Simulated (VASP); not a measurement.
Method: LDA (Ceperley-Alder, Perdew-Zunger), VASP's LDA PAW potentials (set 64) (plane waves; VASP).

VASP ran on this input.

KPOINTS:
```
Automatic mesh
0
Gamma
14 14 14
0 0 0
```

### INCAR
```
ALGO=Normal
EDIFF=1E-6
EDIFFG=-0.02
ENCUT=500
IBRION=2
ISIF=3
ISMEAR=1
LASPH=T
LCHARG=F
LMAXMIX=4
LREAL=F
LWAVE=F
NELM=100
NSW=40
PREC=Accurate
PSTRESS=450
SIGMA=0.1
SYSTEM=FeAl
```

POSCAR:
```
FeAl
1.0
  2.6713454431   0.0000000000   0.0000000000
  0.0000000000   2.6713454431   0.0000000000
  0.0000000000   0.0000000000   2.6713454431
Al Fe
1 1
Cart
  1.3356727215   1.3356727215   1.3356727215
  0.0000000000   0.0000000000   0.0000000000
```

POTCAR, in this order: Al Fe (LDA.64 set). Program: vasp_std.

The run wrote:

### OSZICAR
```
       N       E                     dE             d eps       ncg     rms          rms(c)
DAV:   1     0.304965622974E+02    0.30497E+02   -0.51161E+03  2208   0.129E+03
DAV:   2    -0.146008342465E+02   -0.45097E+02   -0.42969E+02  2196   0.184E+02
DAV:   3    -0.157575707972E+02   -0.11567E+01   -0.11433E+01  2613   0.414E+01
DAV:   4    -0.157776156566E+02   -0.20045E-01   -0.20026E-01  2765   0.471E+00
DAV:   5    -0.157779065911E+02   -0.29093E-03   -0.29093E-03  2721   0.487E-01    0.163E+01
DAV:   6    -0.160561507188E+02   -0.27824E+00   -0.47486E+01  2475   0.126E+02    0.119E+01
DAV:   7    -0.140068402916E+02    0.20493E+01   -0.19979E+01  2456   0.757E+01    0.285E+00
DAV:   8    -0.139358081575E+02    0.71032E-01   -0.24199E-01  2679   0.770E+00    0.107E+00
DAV:   9    -0.139202597101E+02    0.15548E-01   -0.27589E-02  3044   0.241E+00    0.280E-01
DAV:  10    -0.139200630758E+02    0.19663E-03   -0.53200E-04  2870   0.397E-01    0.187E-01
DAV:  11    -0.139200287086E+02    0.34367E-04   -0.42143E-05  2298   0.770E-02    0.118E-02
DAV:  12    -0.139200282972E+02    0.41145E-06   -0.17862E-06  1560   0.232E-02
   1 F= -.85658591E+01 E0= -.85659847E+01  d E =-.856586E+01
```

OUTCAR:
```
------------------------ aborting loop because EDIFF is reached ----------------------------------------
  FORCE on cell =-STRESS in cart. coord.  units (eV):
  Direction    XX          YY          ZZ          XY          YZ          ZX
  --------------------------------------------------------------------------------------
  Total        5.3475970      5.3475970      5.3475970     -0.0000000      0.0000000     -0.0000000
  in kB      449.4476321    449.4476321    449.4476321     -0.0000000      0.0000000     -0.0000000
  external PRESSURE =      -0.5523679 kB  Pullay stress =     450.0000000 kB
  volume of cell :       19.06
      direct lattice vectors                 reciprocal lattice vectors
     2.671345443  0.000000000  0.000000000     0.374343199  0.000000000  0.000000000
     0.000000000  2.671345443  0.000000000     0.000000000  0.374343199  0.000000000
     0.000000000  0.000000000  2.671345443     0.000000000  0.000000000  0.374343199
 POSITION                                       TOTAL-FORCE (eV/Angst)
 -----------------------------------------------------------------------------------
      1.33567      1.33567      1.33567         0.000000      0.000000      0.000000
      0.00000      0.00000      0.00000         0.000000      0.000000      0.000000
 -----------------------------------------------------------------------------------
    total drift:                               -0.000000      0.000000     -0.000000
  FREE ENERGIE OF THE ION-ELECTRON SYSTEM (eV)
  ---------------------------------------------------
  free  energy   TOTEN  =       -13.9200282972 eV

  energy  without entropy=      -13.9204049113  energy(sigma->0) =      -13.92015384
  enthalpy is  TOTEN    =        -8.5658591425 eV   P V=        5.3541691547

 reached required accuracy - stopping structural energy minimisation
```
(Selected blocks of OUTCAR.)

The compound is FeAl in the CsCl type structure. It was relaxed first under an external pressure of 45 GPa. The run is not spin-polarised, so no magnetic state was tried. The electron count is odd and the run is not spin-polarised, which forces a metal.
